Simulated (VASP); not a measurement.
An input for Quantum ESPRESSO's pw.x (written as the equivalent of a VASP run, and not itself run):

```
&CONTROL
  calculation = 'scf'
  pseudo_dir = './pseudo'
  outdir = './out'
  tprnfor = .true.
  tstress = .true.
/
&SYSTEM
  ibrav = 0
  nat = 8
  ntyp = 2
  ecutwfc = 84
  occupations = 'smearing'
  smearing = 'gaussian'
  degauss = 0.000735
  input_dft = 'pbesol'
/
&ELECTRONS
  conv_thr = 7.3e-08
  electron_maxstep = 100
/
ATOMIC_SPECIES
  Si 28.085 Si.upf
  Ru 101.070 Ru.upf
CELL_PARAMETERS angstrom
     4.7467400    0.0000000    0.0000000
     0.0000000    4.7467400    0.0000000
     0.0000000    0.0000000    4.7467400
ATOMIC_POSITIONS crystal
  Si   0.1624200  0.3375800  0.6624200
  Si   0.3375800  0.6624200  0.1624200
  Si   0.6624200  0.1624200  0.3375800
  Si   0.8375800  0.8375800  0.8375800
  Ru   0.8705900  0.6294100  0.3705900
  Ru   0.6294100  0.3705900  0.8705900
  Ru   0.3705900  0.8705900  0.6294100
  Ru   0.1294100  0.1294100  0.1294100
K_POINTS automatic
  6 6 6 0 0 0
```

Problem. Translate this input to VASP (INCAR, KPOINTS, POSCAR, choice of POTCAR).

Solution. One answer among several that fit: 
POSCAR:
```
SiRu
1
    4.7467400000     0.0000000000     0.0000000000
    0.0000000000     4.7467400000     0.0000000000
    0.0000000000     0.0000000000     4.7467400000
Si Ru
4 4
Direct
  0.1624200000   0.3375800000   0.6624200000
  0.3375800000   0.6624200000   0.1624200000
  0.6624200000   0.1624200000   0.3375800000
  0.8375800000   0.8375800000   0.8375800000
  0.8705900000   0.6294100000   0.3705900000
  0.6294100000   0.3705900000   0.8705900000
  0.3705900000   0.8705900000   0.6294100000
  0.1294100000   0.1294100000   0.1294100000
```

**KPOINTS**
```
K-points
0
Gamma
6 6 6
```

INCAR:
```
! general
SYSTEM   =  SiRu
PREC     =  Accurate
ENCUT    =  300
LREAL    =  .False.
LASPH    =  .True.

! electronic loop
EDIFF    =  1E-6
NELM     =  100
ALGO     =  Normal
LMAXMIX  =  4

! smearing
ISMEAR   =  0
SIGMA    =  0.01

! functional
GGA      =  PS

! ions
ISIF     =  2

! output
LWAVE    =  .False.
LCHARG   =  .False.
```

POTCAR, in this order: Si Ru_pv (PBE.64 set). Program: vasp_std.

Limits of the translation: the potentials are each code's own (VASP's PAW set, PseudoDojo norm-conserving files in pw.x), so ENCUT and ecutwfc are chosen apart and not converted; conv_thr bounds pw.x's estimated SCF error, while EDIFF bounds the energy change between steps.

The structure comes from a computed database's SiRu entry; how it stands against other phases isn't given here. The cell was not relaxed at this level. The run is one of a series of settings (ISMEAR = 0 against the base run), some of them coarse on purpose.
